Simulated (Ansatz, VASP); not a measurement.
**Zn16Si25P6O81: VASP beside Ansatz**

Wanted: the spread between two codes on one cell, functional and k mesh. The structure shown is frame 32 of Ansatz's trajectory.

Program: Ansatz 0.2.0. Level of theory: plane waves, with VASP 6.6.1 beside it; single point at LDA. Results are calculated unless marked as measured.

### 1. The starting structure

The cell holds 128 atoms: 25 Si, 16 Zn, 6 P and 81 O. Its edges and angles: a = 12.158 Å, b = 12.158 Å, c = 12.158 Å, α = 90.0°, β = 90.0°, γ = 90.0°. As first built, before any earlier steps moved the atoms (in the runner's words): 128 atoms (25 Si, 16 Zn, 6 P, 81 O) placed at random at 2.93 g/cm^3, melted at 4000 K for 10 ps at fixed volume with the Morse and Coulomb pair potential with partial charges (Pedone, Malavasi, Menziani, Cormack and Segre, J. Phys. Chem. B 110, 11780 (2006)). Quenched from 4000 K to 300 K at 25 K/ps and fixed volume, held 10 ps at zero pressure.

### 2. Ansatz: dynamics, LDA

Ansatz runs on its default PAW (the set named soft_2) files.

One frame of this run of dynamics is then solved in both programs, so the motion causes no difference.

File input.yaml:

```yaml
crystal:
  lattice:
    - [12.1583, 0.0, 0.0]
    - [0.0, 12.1583, 0.0]
    - [0.0, 0.0, 12.1583]
  atoms:
    - { symbol: Si, position: [0.05321, 0.30556, 0.57047] }
    - { symbol: Si, position: [0.8131, 0.34019, 0.6571] }
    - { symbol: Si, position: [0.32725, 0.38502, 0.82801] }
    - { symbol: Si, position: [0.55172, 0.60796, 0.45252] }
    - { symbol: Si, position: [0.8147, 0.18978, 0.27447] }
    - { symbol: Si, position: [0.98756, 0.07517, 0.67566] }
    - { symbol: Si, position: [0.1777, 0.50652, 0.25222] }
    - { symbol: Si, position: [0.53021, 0.98367, 0.20962] }
    - { symbol: Si, position: [0.65577, 0.92721, 0.78278] }
    - { symbol: Si, position: [0.47763, 0.74134, 0.84975] }
    - { symbol: Si, position: [0.9594, 0.76321, 0.50462] }
    - { symbol: Si, position: [0.90254, 0.21665, 0.85572] }
    - { symbol: Si, position: [0.45227, 0.38387, 0.38247] }
    - { symbol: Si, position: [0.2783, 0.86454, 0.94619] }
    - { symbol: Si, position: [0.09755, 0.36425, 0.94277] }
    - { symbol: Si, position: [0.04934, 0.29693, 0.31052] }
    - { symbol: Si, position: [0.40913, 0.5797, 0.66066] }
    - { symbol: Si, position: [0.75196, 0.26987, 0.04373] }
    - { symbol: Si, position: [0.05401, 0.79692, 0.91392] }
    - { symbol: Si, position: [0.54729, 0.63458, 0.08143] }
    - { symbol: Si, position: [0.38753, 0.14867, 0.74359] }
    - { symbol: Si, position: [0.44337, 0.766, 0.29399] }
    - { symbol: Si, position: [0.35312, 0.04239, 0.49306] }
    - { symbol: Si, position: [0.85641, 0.77997, 0.74572] }
    - { symbol: Si, position: [0.65471, 0.24536, 0.47352] }
    - { symbol: Zn, position: [0.09922, 0.92753, 0.49979] }
    - { symbol: Zn, position: [0.79726, 0.53877, 0.1249] }
    - { symbol: Zn, position: [0.57564, 0.41917, 0.95486] }
    - { symbol: Zn, position: [0.76656, 0.93053, 0.28631] }
    - { symbol: Zn, position: [0.84445, 0.00483, 0.46275] }
[... 92 atom lines left out ...]
    - { symbol: O, position: [0.1445, 0.27459, 0.02626] }
    - { symbol: O, position: [0.9362, 0.62352, 0.09861] }
    - { symbol: O, position: [0.30914, 0.62517, 0.57678] }
    - { symbol: O, position: [0.3398, 0.09325, 0.37467] }
    - { symbol: O, position: [0.36109, 0.14558, 0.58606] }
    - { symbol: O, position: [0.27835, 0.46591, 0.18859] }
kpoints:
  mp_grid: { grid: [1, 1, 1] }
hamiltonian:
  xc: lda
scf:
  occupations: { method: fixed }
output:
  forces: true
md:
  timestep: 1.0
  n_steps: 95
  ensemble: nve
  temperature: 400
  initial_velocities: maxwell_boltzmann
  seed: 5353
```

Launch:

```bash
$ ansatz run input.yaml --threads 4 --pin off --max-ram 8192MiB --backend cpu --events-out ev --progress --plain --runs-dir out
```

Numbers of over 12 decimals in the logs are rounded to 6 here.

The program printed:

```text
Warning: md: disabling space-group detection — thermal motion breaks the input geometry's symmetry, so no spatial operation reduces the k-mesh or symmetrises the density; time reversal is kept, so that k and −k are solved as one point where they differ and the mesh holds both, and exact exchange and, on two spinor components, a DFT+U term hold to it where the run has them: on two components no moment then forms, and  [...]
Engine: ansatz 0.2.0, aarch64-unknown-linux-gnu
Pseudopotentials: kind: paw
Pseudopotential: Si, paw, valence charge 4, recommended cutoff 420 eV (normal), Si.paw.azcp
Pseudopotential: Zn, paw, valence charge 12, recommended cutoff 420 eV (normal), Zn.paw.azcp
Pseudopotential: P, paw, valence charge 5, recommended cutoff 420 eV (normal), P.paw.azcp
Pseudopotential: O, paw, valence charge 6, recommended cutoff 420 eV (normal), O.paw.azcp
Functional definition: SPW92
  exchange = slater_x
  correlation = pw_c
Crystal: 128 atoms, lattice volume = 1797.292 Å³
Basis set: ecut = 420 eV, 35033 PW (Γ)
Bands: 532, of which v1, the nominal top of the filled ones, is band 404 counted from 1 (403 counted from 0)
Symmetry: 1 space group operations
k-points: 1
Non-local potential: Si, projectors of the file, l = 0: 2, l = 1: 2, l = 2: 2
Non-local potential: Zn, projectors of the file, l = 0: 2, l = 1: 2, l = 2: 3, l = 3: 1
Non-local potential: P, projectors of the file, l = 0: 2, l = 1: 2, l = 2: 2
Non-local potential: O, projectors of the file, l = 0: 2, l = 1: 2, l = 2: 1
PAW form: soft (Blöchl's): semilocal exchange-correlation on the pseudo side does not see the compensation charge
PAW frozen core: Si, regenerated for the run's functional, and the local potential with it (the file was generated under x = pbe(κ = 0.804, μ = 0.219515), c = pbe(β = 0.066725))
PAW frozen core: Zn, regenerated for the run's functional, and the local potential with it (the file was generated under x = pbe(κ = 0.804, μ = 0.219515), c = pbe(β = 0.066725))
PAW frozen core: P, regenerated for the run's functional, and the local potential with it (the file was generated under x = pbe(κ = 0.804, μ = 0.219515), c = pbe(β = 0.066725))
PAW frozen core: O, regenerated for the run's functional, and the local potential with it (the file was generated under x = pbe(κ = 0.804, μ = 0.219515), c = pbe(β = 0.066725))
PAW one-centre angular grid: Si, 110 points (default); XC on 64 Gauss nodes
PAW one-centre angular grid: Zn, 590 points (default); XC on 64 Gauss nodes
PAW one-centre angular grid: P, 110 points (default); XC on 64 Gauss nodes
PAW one-centre angular grid: O, 110 points (default); XC on 64 Gauss nodes
Initial density: superposition of atomic densities (neutral atoms: chi_scale 0, normalization atom), corrected by the library's trained network
Initial wavefunctions: pseudopotential atomic-orbital guess
Functional: x = slater, c = lda
SCF iter   1: F=—  HF=-116570.235344 eV  |F-HF|=—  |Δ(HF+E_count)|=         —  Δρ=1.43e-2  dr2=3.49e0  ethr=1.77e-3  ⟨swp⟩=5.0  Hψ=1845  notcnv=0  defer=126
preconditioner: auto → Resta (q_TF=auto, 2.388 Å⁻¹)  ε∞=3.8  [insulator: Δε(μ)=1.495 eV  Ē_g=14.997 eV  n_scr=436 (ndim 8)  ℏωp=24.9 eV  f_vac=0.201  ε∞_Penn≈3.8]
SCF iter   2: F=—  HF=-116569.283781 eV  |F-HF|=—  |Δ(HF+E_count)|=   9.52e-1  Δρ=4.11e-3  dr2=2.03e-1  ethr=4.32e-4  ⟨swp⟩=3.0  Hψ=881  notcnv=0  defer=126
SCF iter   3: F=—  HF=-116569.231063 eV  |F-HF|=—  |Δ(HF+E_count)|=   5.27e-2  Δρ=1.83e-3  dr2=8.21e-2  ethr=2.51e-5  ⟨swp⟩=3.0  Hψ=803  notcnv=0  defer=125
automatic band count: iteration 3 solves 531 bands in place of 532: the levels show a gap, and the empty bands left out lie too high to hold charge; the band table lists the bands solved (type scf.n_extra_bands for more)
SCF iter   4: F=—  HF=-116569.208769 eV  |F-HF|=—  |Δ(HF+E_count)|=   2.23e-2  Δρ=9.48e-4  dr2=1.74e-2  ethr=1.02e-5  ⟨swp⟩=3.0  Hψ=752  notcnv=0  defer=125
SCF iter   5: F=—  HF=-116569.204807 eV  |F-HF|=—  |Δ(HF+E_count)|=   3.96e-3  Δρ=2.78e-4  dr2=2.47e-3  ethr=2.15e-6  ⟨swp⟩=3.0  Hψ=891  notcnv=0  defer=125
SCF iter   6: F=—  HF=-116569.204884 eV  |F-HF|=—  |Δ(HF+E_count)|=   7.73e-5  Δρ=2.48e-4  dr2=8.86e-4  ethr=3.06e-7  ⟨swp⟩=3.0  Hψ=830  notcnv=0  defer=125
SCF iter   7: F=—  HF=-116569.204688 eV  |F-HF|=—  |Δ(HF+E_count)|=   1.96e-4  Δρ=5.49e-5  dr2=5.21e-5  ethr=1.10e-7  ⟨swp⟩=3.0  Hψ=848  notcnv=0  defer=125
[...]
SCF iter   5: F=—  HF=-116571.632658 eV  |F-HF|=—  |Δ(HF+E_count)|=   5.39e-5  Δρ=7.38e-5  dr2=8.25e-5  ethr=3.08e-8  ⟨swp⟩=3.0  Hψ=757  notcnv=0  defer=125
SCF iter   6: F=—  HF=-116571.636737 eV  |F-HF|=—  |Δ(HF+E_count)|=   4.08e-3  Δρ=1.95e-5  dr2=7.88e-6  ethr=1.02e-8  ⟨swp⟩=3.0  Hψ=842  notcnv=0  defer=125
SCF iter   7: F=—  HF=-116571.636738 eV  |F-HF|=—  |Δ(HF+E_count)|=   1.47e-6  Δρ=1.39e-5  dr2=2.94e-6  ethr=9.75e-10  ⟨swp⟩=3.0  Hψ=874  notcnv=0  defer=125
SCF iter   8: F=—  HF=-116571.636738 eV  |F-HF|=—  |Δ(HF+E_count)|=   2.86e-7  Δρ=3.17e-6  dr2=2.43e-7  ethr=3.64e-10  ⟨swp⟩=2.0  Hψ=816  notcnv=0  defer=125
SCF iter   9: F=-116571.636738 eV  HF=-116571.636738 eV  |F-HF|=1.29e-8  |Δ(HF+E_count)|=   1.47e-7  Δρ=2.06e-6  dr2=7.38e-8  ethr=1.24e-11  ⟨swp⟩=5.0  Hψ=1712  notcnv=0
SCF 96 converged in 9 iterations: F = -116571.636738 eV  dr2 = 7.38e-8
md step    95: t =    95.00 fs  T =   547.3 K  F+E_penalty+E_count = -116571.63673785 eV  E_kin = 8.985279 eV  conserved = -116562.65145914 eV  (9 SCF iters)
SCF converged after 9 iterations
Free energy (F): -116571.636738 eV
Harris-Foulkes:  -116571.636738 eV  (|F-HF|=1.29e-8)
Internal energy: -116571.636738 eV  (E = F + TS)
E sigma→0 (E₀):  -116571.636738 eV
Fermi energy:    2.813206 eV
--- Per-component energies (eV) ---
  E_band       = -3384.472720
  E_kinetic    = 17974.301898
  E_local      = -83891.206917  (includes V_loc(G=0)·N_el)
  E_nonlocal   = 14828.520554
  E_hartree    = 33659.556998
  E_xc         = -9772.270951
  E_vxc        = -9949.672758  (∫ρ·V_xc dr)
  E_paw        = -55549.153962  (= ΣΔE_a)
  E_vpaw       = -9665.742553  (= ΣTr[D̂ρ^β])
  E_aug_tail   = 0.202982  (compensation charges beyond the density's cutoff)
  E_ewald      = -33857.164617
  E_core_change = 35.577279  (= ΣΔE_core)
  E_smearing   = -0.000000  (= −TS)
  E_closure    = 0.000000  (closes the sum)
  Σ components = -116571.636738   (vs F -116571.636738, Δ=0.00e0)
--- Forces (eV/Å), atoms counted from 1 ---
  atom   1  Si     1.06459776    -0.20055234    -0.21247838
  atom   2  Si    -1.47637862    -1.66806138    -0.40651194
  atom   3  Si     0.29284403     0.00867907    -1.36098720
  atom   4  Si    -0.83722564     1.16455505    -1.59733699
  atom   5  Si     0.08741224     2.01499154    -0.02370769
  atom   6  Si     0.40650134    -4.30358068    -0.96300444
  atom   7  Si    -2.52290137     0.79618387     1.50387641
  atom   8  Si    -0.63237058     2.41332417    -0.75352272
  atom   9  Si     0.19307460    -5.57957250    -4.41980420
  atom  10  Si     2.01847738     0.64820031    -0.64966807
  atom  11  Si     2.60335706     0.00847043     2.95596667
  atom  12  Si     1.16445509    -0.30772974     0.97753822
  atom  13  Si     0.12053276     0.03540230     0.68516953
  atom  14  Si    -0.27938192     0.22897529     0.17685405
  atom  15  Si     0.07061934     0.58620609     0.03128482
  atom  16  Si    -1.98131685     0.27896723     0.32521427
  atom  17  Si     0.18451326    -1.66573248     0.68156914
  atom  18  Si    -1.00777887    -1.97972768     1.31224257
  atom  19  Si    -0.48099334     0.73066752     1.59293755
  atom  20  Si    -1.04087607    -1.90986384     0.29431578
  atom  21  Si     0.50930107    -0.07228429     2.17734594
  atom  22  Si    -0.76510757    -0.35251506     0.04442290
  atom  23  Si    -1.54466518    -0.42981382     0.33470457
  atom  24  Si     1.77586494    -0.67759527    -1.48770087
[...]
atom 121  O      0.44771450     4.91607857    -0.86848985
  atom 122  O     -0.39268508    -1.88957223     0.03490968
  atom 123  O     -0.18206280    -0.11290588    -0.33915017
  atom 124  O     -0.52763902     0.00957101     0.37723044
  atom 125  O      0.68423422     0.50810853     0.05269436
  atom 126  O      0.21563730    -0.34862391     0.79465255
  atom 127  O     -0.00540608    -1.63170480    -2.40772917
  atom 128  O      1.55504648    -0.94770937    -1.39024421
  max |Σ_I F_I| component: 1.13e-4 eV/Å
--- MD trajectory: 95 steps, t = 0.0 → 95.0 fs ---
  final state: T = 547.3 K   F+E_penalty+E_count = -116571.63673785 eV   E_kin = 8.985279 eV
  conserved energy: peak-to-peak 1.760e-2 eV (1.375e-4 eV/atom) over 95.0 fs
```

In the SCF lines HF is the Harris–Foulkes energy and dr2 the Hartree energy of the density residual, in eV; the loop may stop once dr2 is under the threshold and the program's other checks hold. Hψ counts applications of the Hamiltonian.

### 3. VASP: single point, LDA

The same cell, functional (in two slightly different forms) and mesh now go to VASP, with its own data sets.

Lines of VASP's logs that name or quote its potential files are left out, and so is its time.

File INCAR:

```
SYSTEM = Zn16Si25P6O81
PREC = Accurate
ENCUT = 520
EDIFF = 1E-06
NELM = 120
ISMEAR = 0
SIGMA = 0.01
LREAL = Auto
ALGO = Normal
GGA = PW92
NBANDS = 496
LORBIT = 11
LWAVE = .FALSE.
LCHARG = .FALSE.
ISIF = 2
LASPH = .TRUE.
GGA_COMPAT = .FALSE.
EFERMI = MIDGAP
NCORE = 4
```

File POSCAR:

```
Zn16Si25P6O81
1.0
   12.1583000000      0.0000000000      0.0000000000
    0.0000000000     12.1583000000      0.0000000000
    0.0000000000      0.0000000000     12.1583000000
Si Zn P O
25 16 6 81
Direct
    0.0541111833      0.3030275614      0.5747102802
    0.8150317067      0.3514307099      0.6677084790
    0.3319625277      0.3904822220      0.8314320259
    0.5536793795      0.5990393394      0.4542164612
    0.8220886144      0.1946900471      0.2803352442
    0.9944482370      0.0808747934      0.6589325810
    0.1828791854      0.5039438079      0.2508656638
    0.5409720109      0.9801452506      0.2000608638
    0.6538249591      0.9288387357      0.7795333229
    0.4776654631      0.7529424344      0.8599639752
    0.9617627464      0.7737101404      0.4984825181
    0.9026426392      0.2122500679      0.8598981766
    0.4607963284      0.3848070865      0.3926206789
    0.2792495661      0.8669386345      0.9549854832
    0.1023416103      0.3550085127      0.9461108872
    0.0605183290      0.2994826579      0.3109892008
    0.4011662815      0.5876068200      0.6610957124
    0.7546449750      0.2748492799      0.0422756471
    0.0548514184      0.7997252905      0.9205727774
    0.5599549279      0.6343567769      0.0842634250
    0.3831374452      0.1357755607      0.7334249032
    0.4431951835      0.7582227779      0.2980679865
    0.3512991125      0.0489542123      0.4966401553
    0.8537295510      0.7717279554      0.7448162983
    0.6652739281      0.2451823034      0.4789814365
    0.1065856246      0.9281889738      0.4995599714
    0.7975950585      0.5312502570      0.1257001390
    0.5784443549      0.4257914347      0.9387661104
    0.7638979134      0.9341108543      0.2805490899
    0.8396157358      0.0138177212      0.4710362468
[... 92 atom lines left out ...]
    0.1349284028      0.2678910703      0.0335326485
    0.9271937689      0.6098796707      0.0978015019
    0.3032002829      0.6143539804      0.5707130109
    0.3433621477      0.1046034396      0.3806453205
    0.3594663728      0.1453163682      0.5970160302
    0.2936430258      0.4604755599      0.2072164694
```

File KPOINTS:

```
Automatic mesh
0
Gamma
1 1 1
0 0 0
```

Potentials, in the order of the species: Si, Zn, P and O (LDA family, release 64).

Launch:

```bash
$ mpirun -np 16 vasp_gam
```

The program printed:

```text
[banner, memory and clock lines left out]
running   16 mpi-ranks, on    1 nodes
[...]
|                                                                             |
|               ----> ADVICE to this user running VASP <----                  |
|                                                                             |
|     You enforced a specific xc type in the INCAR file but a different       |
|     [... a line on the potential file left out ...]
|     I HOPE YOU KNOW WHAT YOU ARE DOING!                                     |
|                                                                             |

 LDA part: xc-table for (Slater(with rela. corr.)+PW92), standard interpolation
 POSCAR, INCAR and KPOINTS ok, starting setup
[...]
entering main loop
       N       E                     dE             d eps       ncg     rms          rms(c)
DAV:   1     0.129939497260E+05    0.12994E+05   -0.39950E+05   992   0.190E+03
DAV:   2     0.119943469910E+04   -0.11795E+05   -0.11260E+05  1104   0.536E+02
DAV:   3    -0.944206416688E+03   -0.21436E+04   -0.20872E+04  1064   0.239E+02
DAV:   4    -0.110078845788E+04   -0.15658E+03   -0.15488E+03  1168   0.723E+01
[...]
DAV:  21    -0.965461229990E+03    0.33404E-05   -0.86555E-06  1272   0.315E-02    0.105E-02
DAV:  22    -0.965461230756E+03   -0.76546E-06   -0.18132E-05  1440   0.185E-02    0.840E-03
DAV:  23    -0.965461230518E+03    0.23711E-06   -0.89226E-06  1056   0.161E-02
   1 F= -.96546123E+03 E0= -.96546123E+03  d E =0.000000E+00
```

Parts of OUTCAR (step 3):

```text
  Total      -75.0482990    -56.0596873    -74.8587069    -12.0028339      7.8698295      5.7403916
  in kB      -66.9010402    -49.9738360    -66.7320302    -10.6998038      7.0154792      5.1172135
  external PRESSURE =     -61.2023021 kB  Pullay stress =       0.0000000 kB

 POSITION                                       TOTAL-FORCE (eV/Angst)
 -----------------------------------------------------------------------------------
      0.65790      3.68430      6.98750        -0.780052     -0.880609     -0.837128
      9.90940      4.27280      8.11820        -0.205310     -0.933466      0.245946
      4.03610      4.74760     10.10880        -1.659398     -2.058196     -0.656735
      6.73180      7.28330      5.52250         0.271822      2.041520      0.019785
[...]
5.76060     11.82210      6.08870         0.166448      1.000413     -0.194029
      6.19640      8.71070      4.94490        -0.639460     -0.251126      0.099602
     11.63610      1.27490      9.59810        -0.030230      2.110488      1.474486
      3.17260     11.68030      6.57710        -0.913287     -0.501472     -0.503567
      0.84960     11.88680      7.97380         1.884359     -2.992532     -0.358822
     10.79910      8.14890      5.18750        -0.645086      1.732067      0.036269
     10.55190      6.25090     10.72510        -0.312816     -0.232649      0.237446
      0.93350      2.08410      7.43410        -0.098885      3.322381     -0.819274
      8.34730     11.38560      5.55520        -0.735724      0.873433      0.359309
[...]
-----------------------------------------------------------------------------------
    total drift:                               -0.007308      0.018550     -0.001655

  FREE ENERGIE OF THE ION-ELECTRON SYSTEM (eV)
  ---------------------------------------------------
  free  energy   TOTEN  =      -965.4612305184 eV

  energy  without entropy=     -965.4612305184  energy(sigma->0) =     -965.46123052

[... 3 further parts left out ...]
[key lines of the parts left out:]
E-fermi :   2.0422
```

The run ends at a pressure of -6.12 GPa, with forces up to 6.6 eV/Å.

### 4. Side by side

Known differences besides the potentials themselves: fixed occupations in Ansatz, narrow Gaussian smearing in VASP; the cutoff is 420 eV in Ansatz and 520 eV in VASP (PREC = Accurate, projectors in real space); VASP's log shows a relativistic correction to its local exchange, Ansatz's none. Total energies have different zeros and are not compared.

Forces on 10 of the 128 atoms, those with the largest forces and the largest differences (eV/Å; atoms numbered as in POSCAR):

```csv
atom,"Ansatz x, y, z","VASP x, y, z"
Si5,"-1.579, 2.367, -2.337","-1.612, 2.410, -2.375"
Si6,"-2.319, 0.645, 2.837","-2.319, 0.618, 2.894"
Si8,"-3.702, -0.280, 0.379","-3.766, -0.311, 0.340"
Si9,"0.675, -4.767, -4.475","0.696, -4.756, -4.501"
O50,"-0.320, 4.429, 3.640","-0.314, 4.430, 3.667"
O64,"0.796, -0.944, -1.029","0.795, -0.882, -0.828"
O70,"-0.652, -3.425, -0.068","-0.649, -3.499, -0.057"
O86,"-1.292, -0.959, 0.964","-1.095, -0.922, 0.876"
O121,"1.992, 4.594, -0.292","2.014, 4.464, -0.218"
O124,"0.970, 0.962, -0.070","1.178, 0.960, -0.144"
```

The forces differ by 48 meV/Å r.m.s., which is 4.1 % of the r.m.s. force of 1.187 eV/Å (both taken over all components).

### 5. What came out

| Property | Result |
| --- | --- |
| r.m.s. force difference (single point, LDA) | 4.1 % of the r.m.s. force |

What this shows: The r.m.s. force difference is 4.1 % of the r.m.s. force (single point, LDA), beyond the 3 % picked in this series as the mark of a large difference. What causes the difference of the single point, LDA pair stays open here. 2 further runs of this series are not shown here. How closely two codes agree says nothing of how well the functional describes the real material.

[Lines on the potential files, build, host, timing and source positions are cut from VASP's logs without a mark.]

[Logs are printed without paths, hosts, clocks, repeated set-up lines and the standing remarks that a program may print on its own settings, such as how far it seeks lower states.]

[Hosts, paths, dates, database ids (printed as entryN), source tags and the programs' standing remarks are cut or masked in the printed files.]
